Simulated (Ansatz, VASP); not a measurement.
# Te2As in two plane-wave programs

One calculation is typed for both programs; each brings its own data sets. How far apart do they land? The cell is generated by rule, not measured, and may not be a known phase. The cell is taken from a series of runs on this material, whose earlier steps may have relaxed, scaled, displaced or heated it; both programs get it as it stands.

Method: plane waves, with VASP 6.6.1 beside it; single point at LDA, in Ansatz 0.2.0.

The structure was built from a prototype and need not be the compound's stable phase.

## 1. Starting point

Symmetry: P2_1/m, No. 11, monoclinic system. The conventional cell has a = 4.905 Å, b = 6.936 Å, c = 4.905 Å, α = 90.00°, β = 90.00°, γ = 90.00°. As has 8 Te at 2.89 to 3.13 Å nearest. Te has 4 As at 2.89 to 3.13 Å nearest. Farther neighbours and most contacts between anions are not listed.

## 2. VASP: single point, LDA, pair 1

With cell and atoms fixed, the geometry can't cause a difference; cores, projectors, grids and the points listed under the comparison can.

Lines of VASP's logs that name or quote its potential files are left out, and so is its time.

Input file INCAR:

```
SYSTEM = Te2As
PREC = Accurate
ENCUT = 500
EDIFF = 1E-06
NELM = 120
ISMEAR = 1
SIGMA = 0.15
LREAL = .FALSE.
ALGO = Normal
GGA = PW92
NBANDS = 23
LORBIT = 11
LWAVE = .FALSE.
LCHARG = .FALSE.
ISIF = 2
LASPH = .TRUE.
GGA_COMPAT = .FALSE.
KPAR = 2
```

Input file POSCAR:

```
Te2As
1.0
    0.0000000000     -3.4682328996     -3.4682328996
    0.0000000000      3.4682328996     -3.4682328996
    6.9364657992      0.0000000000      0.0000000000
As Te
2 4
Direct
    0.5365783301      0.5259594083      0.5000000000
    0.9634216699      0.9740405917      0.0000000000
    0.0062310383      0.4955778718      0.2500000000
    0.4937689617      0.0044221282      0.7500000000
    0.0062310383      0.4955778718      0.7500000000
    0.4937689617      0.0044221282      0.2500000000
```

Input file KPOINTS:

```
Automatic mesh
0
Gamma
6 6 4
0 0 0
```

Potentials, in the order of the species: As and Te (LDA family, release 64).

Started as:

```console
> mpirun -np 2 vasp_std
```

Numbers of over 12 decimals in the logs are rounded to 6 here.

The program printed:

```text
[banner, memory and clock lines left out]
running    2 mpi-ranks, on    1 nodes
 distrk:  each k-point on    1 cores,    2 groups
 distr:  one band on    1 cores,    1 groups

 POSCAR found type information on POSCAR AsTe
 POSCAR found :  2 types and       6 ions
|                                                                             |
|               ----> ADVICE to this user running VASP <----                  |
|                                                                             |
|     You enforced a specific xc type in the INCAR file but a different       |
|     [... a line on the potential file left out ...]
|     I HOPE YOU KNOW WHAT YOU ARE DOING!                                     |
|                                                                             |

 LDA part: xc-table for (Slater(with rela. corr.)+PW92), standard interpolation
 POSCAR, INCAR and KPOINTS ok, starting setup
 FFT: planning ... GRIDC
 FFT: planning ... GRID_SOFT
 FFT: planning ... GRID
 WAVECAR not read
 entering main loop
       N       E                     dE             d eps       ncg     rms          rms(c)
DAV:   1     0.150295910244E+03    0.15030E+03   -0.12564E+04  2760   0.118E+03
DAV:   2    -0.112531121122E+02   -0.16155E+03   -0.15479E+03  3629   0.176E+02
DAV:   3    -0.237539666792E+02   -0.12501E+02   -0.12197E+02  3370   0.517E+01
DAV:   4    -0.240832825031E+02   -0.32932E+00   -0.32692E+00  3517   0.927E+00
DAV:   5    -0.240942458415E+02   -0.10963E-01   -0.10950E-01  3788   0.160E+00    0.147E+01
DAV:   6    -0.240612455805E+02    0.33000E-01   -0.16788E-02  3262   0.592E-01    0.893E+00
DAV:   7    -0.240436560519E+02    0.17590E-01   -0.28685E-02  3229   0.759E-01    0.167E-01
DAV:   8    -0.240436999339E+02   -0.43882E-04   -0.89839E-04  3618   0.161E-01    0.160E-01
DAV:   9    -0.240437064204E+02   -0.64865E-05   -0.60402E-05  3485   0.410E-02    0.926E-02
DAV:  10    -0.240437039469E+02    0.24735E-05   -0.93442E-06  3372   0.161E-02    0.232E-02
DAV:  11    -0.240437040427E+02   -0.95802E-07   -0.79335E-07  2262   0.481E-03
   1 F= -.24043704E+02 E0= -.24042412E+02  d E =-.387516E-02
```

OUTCAR, selected parts (step 2):

```text
ion  position               nearest neighbor table
   1  0.537  0.526  0.500-   3 2.89   5 2.89   4 2.93   6 2.93   4 3.10   6 3.10   3 3.13   5 3.13

  LATTYP: Found a simple tetragonal cell.
 ALAT       =     4.9048220041
 C/A-ratio  =     1.4142135624

 Subroutine GETGRP returns: Found  4 space group operations
 (whereof  2 operations were pure point group operations)

The static configuration has the point symmetry C_1h.
 The point group associated with its full space group is C_2h.

 Found     60 irreducible k-points:

   k-points           NKPTS =     60   k-points in BZ     NKDIM =     60   number of bands    NBANDS=     23

   dimension x,y,z NGX =    36 NGY =   36 NGZ =   54
   dimension x,y,z NGXF=    72 NGYF=   72 NGZF=  108

   ENCUT  =  500.0 eV  36.75 Ry    6.06 a.u.   8.94  8.94 12.65*2*pi/ulx,y,z

   NELECT =      34.0000    total number of electrons

 k-points in reciprocal lattice and weights: Automatic mesh
   0.00000000  0.00000000  0.00000000       0.007
   0.16666667  0.00000000  0.00000000       0.014
   0.00000000  0.16666667  0.00000000       0.014
   0.33333333  0.00000000  0.00000000       0.014
   0.00000000  0.33333333  0.00000000       0.014
   0.50000000  0.00000000  0.00000000       0.007
   0.00000000  0.50000000  0.00000000       0.007
   0.16666667  0.16666667  0.00000000       0.014
  -0.16666667  0.16666667  0.00000000       0.014
[...]
-0.33333333  0.50000000  0.50000000       0.014
   0.50000000  0.50000000  0.50000000       0.007

 average (electrostatic) potential at core
       1 -52.4391       2 -52.4391       3 -89.1042       4 -89.1042       5 -89.1042
       6 -89.1042

 E-fermi :   6.6048

 k-point     1 :       0.0000    0.0000    0.0000
  band No.  band energies     occupation
    ...
     11       3.0870      2.00000
     12       3.1362      2.00000
     13       3.4745      2.00000
     14       3.5386      2.00000
     15       3.5995      2.00000
     16       6.9293     -0.00911
     17       7.1261     -0.00001
     18       7.1574     -0.00000
     19       7.4740     -0.00000
     20       7.6056     -0.00000
    ...

 k-point     2 :       0.1667    0.0000    0.0000
  band No.  band energies     occupation
    ...
     13       3.5141      2.00000
     14       4.3175      2.00000
     15       4.5356      2.00000
     16       5.5678      2.00000
     17       6.6428      0.58672
     18       7.0794     -0.00007
     19       7.2840     -0.00000
     20       7.8706     -0.00000
     21       8.0302     -0.00000
     22       8.1537     -0.00000
    ...

 k-point     3 :       0.0000    0.1667    0.0000
  band No.  band energies     occupation
    ...
     13       3.5113      2.00000
     14       4.3629      2.00000
     15       4.5572      2.00000
     16       5.5376      2.00000
     17       6.6377      0.63877
     18       7.1012     -0.00003
     19       7.2756     -0.00000
     20       7.8834     -0.00000
     21       8.0135     -0.00000
     22       8.1722     -0.00000
    ...

  Total       -0.4620929      1.2840665      0.2480773      0.0000000      0.1232822      0.0000000
  in kB       -4.4366497     12.3285882      2.3818419      0.0000000      1.1836583      0.0000000
  external PRESSURE =       3.4245935 kB  Pullay stress =       0.0000000 kB

  energy-cutoff  :      500.00
  volume of cell :      166.87
      direct lattice vectors                 reciprocal lattice vectors
     0.000000000 -3.468232900 -3.468232900     0.000000000 -0.144165635 -0.144165635
     0.000000000  3.468232900 -3.468232900     0.000000000  0.144165635 -0.144165635
     6.936465799  0.000000000  0.000000000     0.144165635  0.000000000  0.000000000

 POSITION                                       TOTAL-FORCE (eV/Angst)
 -----------------------------------------------------------------------------------
      3.46823     -0.03683     -3.68513         0.000000     -0.011609     -0.152598
      0.00000      0.03683     -6.71957         0.000000      0.011609      0.152598
      1.73412      1.69717     -1.74039        -0.010823     -0.062072     -0.014025
      5.20235     -1.69717     -1.72784        -0.010823      0.062072      0.014025
      5.20235      1.69717     -1.74039         0.010823     -0.062072     -0.014025
      1.73412     -1.69717     -1.72784         0.010823      0.062072      0.014025
 -----------------------------------------------------------------------------------
    total drift:                                0.000000     -0.000000     -0.000000

  FREE ENERGIE OF THE ION-ELECTRON SYSTEM (eV)
  ---------------------------------------------------
  free  energy   TOTEN  =       -24.0437040427 eV

  energy  without entropy=      -24.0398288876  energy(sigma->0) =      -24.04241232

 total charge
# of ion       s       p       d       tot
------------------------------------------
    1        1.383   1.175   0.057   2.615
    2        1.383   1.175   0.057   2.615
    3        1.445   1.824   0.046   3.315
    4        1.445   1.824   0.046   3.315
    5        1.445   1.824   0.046   3.315
    6        1.445   1.824   0.046   3.315
--------------------------------------------------
tot          8.546   9.646   0.299  18.491

[... 3 further parts left out ...]
```

The run ends at a pressure of 0.34 GPa, with forces up to 0.15 eV/Å.

## 3. Ansatz: single point, LDA, pair 1

Ansatz runs on its default PAW (the set named soft_2) files.

The same cell, functional (in two slightly different forms), mesh and smearing now go to Ansatz, which takes its cutoff from its data sets.

Input file input.yaml:

```yaml
crystal:
  lattice:
    - [0.0, -3.4682328996, -3.4682328996]
    - [0.0, 3.4682328996, -3.4682328996]
    - [6.9364657992, 0.0, 0.0]
  atoms:
    - { symbol: As, position: [0.5365783301, 0.5259594083, 0.5] }
    - { symbol: As, position: [-0.0365783301, -0.0259594083, 0.0] }
    - { symbol: Te, position: [0.0062310383, 0.4955778718, 0.25] }
    - { symbol: Te, position: [0.4937689617, 0.0044221282, 0.75] }
    - { symbol: Te, position: [0.0062310383, 0.4955778718, 0.75] }
    - { symbol: Te, position: [0.4937689617, 0.0044221282, 0.25] }
kpoints:
  mp_grid: { grid: [6, 6, 4] }
hamiltonian:
  xc: lda
scf:
  occupations: { method: methfessel_paxton, width: 0.15 }
output:
  forces: true
  stress: true
  eigenvalues: true
```

Started as:

```console
> ansatz run input.yaml --threads 8 --pin off --max-ram 14336MiB --backend cpu --events-out ev --progress --plain --runs-dir out
```

The program printed:

```text
Engine: ansatz 0.2.0, aarch64-unknown-linux-gnu
Pseudopotentials: kind: paw
Pseudopotential: As, paw, valence charge 15, recommended cutoff 420 eV (normal), As.paw.azcp
Pseudopotential: Te, paw, valence charge 16, recommended cutoff 420 eV (normal), Te.paw.azcp
Functional definition: SPW92
  exchange = slater_x
  correlation = pw_c
Crystal: 6 atoms, lattice volume = 166.872 Å³
Basis set: ecut = 420 eV, 3299 PW (Γ)
Bands: 57, of which v1, the nominal top of the filled ones, is band 47 counted from 1 (46 counted from 0)
Symmetry: 4 space group operations
Space group: P21/m (ITA 11), of the structure as read, at distance tolerance 5.5e-5 Å
k-points: 60 of 144
Non-local potential: As, projectors of the file, l = 0: 2, l = 1: 2, l = 2: 3, l = 3: 1
Non-local potential: Te, projectors of the file, l = 0: 2, l = 1: 2, l = 2: 2, l = 3: 2
PAW form: soft (Blöchl's): semilocal exchange-correlation on the pseudo side does not see the compensation charge
PAW frozen core: As, regenerated for the run's functional, and the local potential with it (the file was generated under x = pbe(κ = 0.804, μ = 0.219515), c = pbe(β = 0.066725))
PAW frozen core: Te, regenerated for the run's functional, and the local potential with it (the file was generated under x = pbe(κ = 0.804, μ = 0.219515), c = pbe(β = 0.066725))
PAW one-centre angular grid: As, 590 points (default); XC on 64 Gauss nodes
PAW one-centre angular grid: Te, 590 points (default); XC on 64 Gauss nodes
Initial density: superposition of atomic densities (neutral atoms: chi_scale 0, normalization atom), corrected by the library's trained network
Initial wavefunctions: pseudopotential atomic-orbital guess
Functional: x = slater, c = lda
SCF iter   1: F=—  HF=-36854.217977 eV  |F-HF|=—  |Δ(HF+E_count)|=         —  Δρ=6.00e-3  dr2=8.44e-2  ethr=1.77e-3  ⟨swp⟩=7.8  Hψ=13610  notcnv=0
preconditioner: auto → LDOS  [metal: Δε(μ)=0.014 eV  Ē_g=8.738 eV  σ=0.150 eV  W_gap=0.08  n_scr=36 (ndim 8)  ℏωp=16.8 eV  f_vac=0.051  D(μ)=3.34/eV (n_scr^D=20)  β→1.0]
SCF iter   2: F=—  HF=-36854.191073 eV  |F-HF|=—  |Δ(HF+E_count)|=   2.69e-2  S|Δr|=    0.00e0  Δρ=1.48e-3  dr2=7.75e-3  ethr=8.98e-5  ⟨swp⟩=2.0  Hψ=4629  notcnv=0  defer=28
SCF iter   3: F=—  HF=-36854.189184 eV  |F-HF|=—  |Δ(HF+E_count)|=   1.89e-3  S|Δr|=    0.00e0  Δρ=5.48e-4  dr2=9.75e-4  ethr=8.25e-6  ⟨swp⟩=2.0  Hψ=4875  notcnv=0  defer=28
SCF iter   4: F=—  HF=-36854.188641 eV  |F-HF|=—  |Δ(HF+E_count)|=   5.43e-4  S|Δr|=    0.00e0  Δρ=1.21e-4  dr2=4.38e-5  ethr=1.04e-6  ⟨swp⟩=2.0  Hψ=4858  notcnv=0  defer=28
SCF iter   5: F=—  HF=-36854.188630 eV  |F-HF|=—  |Δ(HF+E_count)|=   1.09e-5  S|Δr|=    0.00e0  Δρ=2.74e-5  dr2=1.41e-6  ethr=4.66e-8  ⟨swp⟩=2.0  Hψ=3953  notcnv=0  defer=28
SCF iter   6: F=—  HF=-36854.188630 eV  |F-HF|=—  |Δ(HF+E_count)|=   3.91e-8  S|Δr|=    0.00e0  Δρ=7.32e-6  dr2=1.33e-7  ethr=1.06e-10  ⟨swp⟩=10.5  Hψ=15473  notcnv=0
SCF iter   7: F=-36854.188630 eV  HF=-36854.188630 eV  |F-HF|=1.24e-9  |Δ(HF+E_count)|=   3.08e-8  S|Δr|=    0.00e0  Δρ=1.38e-6  dr2=2.73e-9  ethr=1.06e-10  ⟨swp⟩=4.5  Hψ=10403  notcnv=0
SCF 1 converged in 7 iterations: F = -36854.188630 eV  dr2 = 2.73e-9
  greatest PAW one-centre occupation: 0.999 electrons in one spin orbital (limit 2), on the As atom at site 1 (counted from 0), in its partial waves of l = 2
SCF converged after 7 iterations
Stability not checked: this state was not tested for a lower state beside it, because cold or Methfessel-Paxton smearing, or corrected tetrahedra, fill the levels in a way that the test cannot read (fill_not_monotonic; see scf.lower_state_search)
Free energy (F): -36854.188630 eV
Harris-Foulkes:  -36854.188630 eV  (|F-HF|=1.24e-9)
Internal energy: -36854.184762 eV  (E = F + TS)
E sigma→0 (E₀):  -36854.187663 eV
Entropy (-TS):   -0.003868 eV (-0.645 meV/atom)
Fermi energy:    10.053665 eV
--- Per-component energies (eV) ---
  E_band       = -1479.111166
  E_kinetic    = 933.775240
  E_local      = -8353.028734  (includes V_loc(G=0)·N_el)
  E_nonlocal   = -2551.677971
  E_hartree    = 5070.299640
  E_xc         = -654.925248
  E_vxc        = -580.198582  (∫ρ·V_xc dr)
  E_paw        = -21542.555473  (= ΣΔE_a)
  E_vpaw       = -1068.578762  (= ΣTr[D̂ρ^β])
  E_aug_tail   = -0.000630  (compensation charges beyond the density's cutoff)
  E_ewald      = -9762.936691
  E_core_change = 6.865105  (= ΣΔE_core)
  E_smearing   = -0.003868  (= −TS)
  E_closure    = -0.000000  (closes the sum)
  Σ components = -36854.188630   (vs F -36854.188630, Δ=0.00e0)
--- Forces (eV/Å), atoms counted from 1 ---
  atom   1  As     0.00000000    -0.01353658    -0.16127780
  atom   2  As     0.00000000     0.01353658     0.16127780
  atom   3  Te    -0.01021760    -0.05604168    -0.01295053
  atom   4  Te    -0.01021760     0.05604168     0.01295053
  atom   5  Te     0.01021760    -0.05604168    -0.01295053
  atom   6  Te     0.01021760     0.05604168     0.01295053
  max |Σ_I F_I| component: 2.60e-17 eV/Å
--- Stress (GPa, compression-positive) ---
       -0.542343       0.000000       0.000000
        0.000000       1.137021       0.114793
        0.000000       0.114793       0.152678
  P = ⅓ Tr σ = 0.2491 GPa (2.491 kbar)
--- Band table (eV; the first three rows and the last of 60) ---
  k-point 0: bands = [... 43 lower, 6.9946, 7.0563, 10.3672, 10.5734, 10.6046, 10.9281, 11.0593, 11.0798, ... 6 higher]
  k-point 1: bands = [... 43 lower, 7.8766, 7.9092, 9.9846, 10.0165, 10.0318, 10.1787, 10.5135, 11.2316, ... 6 higher]
  k-point 2: bands = [... 43 lower, 8.5260, 8.9759, 8.9759, 9.0604, 9.0604, 9.6296, 9.6296, 11.9134, ... 6 higher]
  k-point 59: bands = [... 43 lower, 7.5101, 10.5237, 10.5237, 10.7663, 10.7663, 11.2096, 11.2096, 12.0758, ... 6 higher]
```

Reading the cycles: dr2 is the Hartree energy of the density residual (eV), the measure of convergence; HF is the Harris–Foulkes estimate of the energy, which meets the free energy F at convergence.

The run ends at a pressure of 0.25 GPa, with forces up to 0.16 eV/Å.

## 4. Differences

Known differences besides the potentials themselves: the data sets hold 94 valence electrons in Ansatz (on its default PAW (the set named soft_2) files) and 34 in VASP; the cutoff is 420 eV in Ansatz and 500 eV in VASP; VASP's log shows a relativistic correction to its local exchange, Ansatz's none. Total energies have different zeros and are not compared.

The two programs side by side:

| quantity | Ansatz | VASP | difference |
| --- | --- | --- | --- |
| pressure (GPa) | 0.25 | 0.34 | -0.09 |

Forces (eV/Å; atoms numbered as in POSCAR):

| atom | Ansatz x, y, z | VASP x, y, z |
| --- | --- | --- |
| As1 | 0.000, -0.014, -0.161 | 0.000, -0.012, -0.153 |
| As2 | 0.000, 0.014, 0.161 | 0.000, 0.012, 0.153 |
| Te3 | -0.010, -0.056, -0.013 | -0.011, -0.062, -0.014 |
| Te4 | -0.010, 0.056, 0.013 | -0.011, 0.062, 0.014 |
| Te5 | 0.010, -0.056, -0.013 | 0.011, -0.062, -0.014 |
| Te6 | 0.010, 0.056, 0.013 | 0.011, 0.062, 0.014 |

The forces differ by 4.2 meV/Å r.m.s., which is 7.0 % of the r.m.s. force of 0.059 eV/Å (both taken over all components).

## 5. VASP: single point, LDA, pair 2

With cell and atoms fixed, the geometry can't cause a difference; cores, projectors, grids and the points listed under the comparison can.

INCAR is that of step 2.

Input file POSCAR:

```
Te2As
1.0
    0.0000000000     -3.4682328996     -3.4682328996
    0.0000000000      3.4682328996     -3.4682328996
    6.9364657992      0.0000000000      0.0000000000
As Te
2 4
Direct
    0.5532048438      0.5377591393      0.5000000000
    0.9467951562      0.9622408607      0.0000000000
    0.0090633284      0.4935678135      0.2500000000
    0.4909366716      0.0064321865      0.7500000000
    0.0090633284      0.4935678135      0.7500000000
    0.4909366716      0.0064321865      0.2500000000
```

KPOINTS is that of step 2.

Started as:

```console
> mpirun -np 2 vasp_std
```

The program printed:

```text
[banner, memory and clock lines left out]
running    2 mpi-ranks, on    1 nodes
[...]
[... a notice as in an earlier step ...]

 LDA part: xc-table for (Slater(with rela. corr.)+PW92), standard interpolation
 POSCAR, INCAR and KPOINTS ok, starting setup
[...]
entering main loop
       N       E                     dE             d eps       ncg     rms          rms(c)
DAV:   1     0.150678656075E+03    0.15068E+03   -0.12503E+04  2760   0.118E+03
DAV:   2    -0.112635989963E+02   -0.16194E+03   -0.15528E+03  3616   0.176E+02
DAV:   3    -0.238033196238E+02   -0.12540E+02   -0.12236E+02  3405   0.518E+01
DAV:   4    -0.241269633955E+02   -0.32364E+00   -0.32159E+00  3521   0.926E+00
[...]
DAV:   9    -0.240830079284E+02   -0.62349E-05   -0.69131E-05  3556   0.433E-02    0.504E-02
DAV:  10    -0.240830051170E+02    0.28113E-05   -0.11028E-05  3308   0.180E-02    0.290E-02
DAV:  11    -0.240830052475E+02   -0.13041E-06   -0.10204E-06  2356   0.523E-03
   1 F= -.24083005E+02 E0= -.24082354E+02  d E =-.195281E-02
```

From OUTCAR (step 5):

```text
  Total        0.0435692      1.8721579      0.1094629      0.0000000      0.1909124      0.0000000
  in kB        0.4183171     17.9749751      1.0509757      0.0000000      1.8329897      0.0000000
  external PRESSURE =       6.4814226 kB  Pullay stress =       0.0000000 kB

 POSITION                                       TOTAL-FORCE (eV/Angst)
 -----------------------------------------------------------------------------------
      3.46823     -0.05357     -3.78372         0.000000     -0.010292     -0.188668
      0.00000      0.05357     -6.62098         0.000000      0.010292      0.188668
      1.73412      1.68037     -1.74324        -0.011776     -0.071745     -0.020881
      5.20235     -1.68037     -1.72499        -0.011776      0.071745      0.020881
      5.20235      1.68037     -1.74324         0.011776     -0.071745     -0.020881
      1.73412     -1.68037     -1.72499         0.011776      0.071745      0.020881
 -----------------------------------------------------------------------------------
    total drift:                               -0.000000     -0.000000      0.000000

  FREE ENERGIE OF THE ION-ELECTRON SYSTEM (eV)
  ---------------------------------------------------
  free  energy   TOTEN  =       -24.0830052475 eV

  energy  without entropy=      -24.0810524337  energy(sigma->0) =      -24.08235431

[... 2 parts as in an earlier step ...]

[... 1 further part left out ...]
[key lines of the parts left out:]
E-fermi :   6.5866
```

The run ends at a pressure of 0.65 GPa, with forces up to 0.19 eV/Å.

(Continued in part 2 of 2.)

[Lines on the potential files, build, host, timing and source positions are cut from VASP's logs without a mark.]

[Logs are printed without paths, hosts, clocks, repeated set-up lines and the standing remarks that a program may print on its own settings, such as how far it seeks lower states.]

[Hosts, paths, dates, database ids (printed as entryN), source tags and the programs' standing remarks are cut or masked in the printed files.]
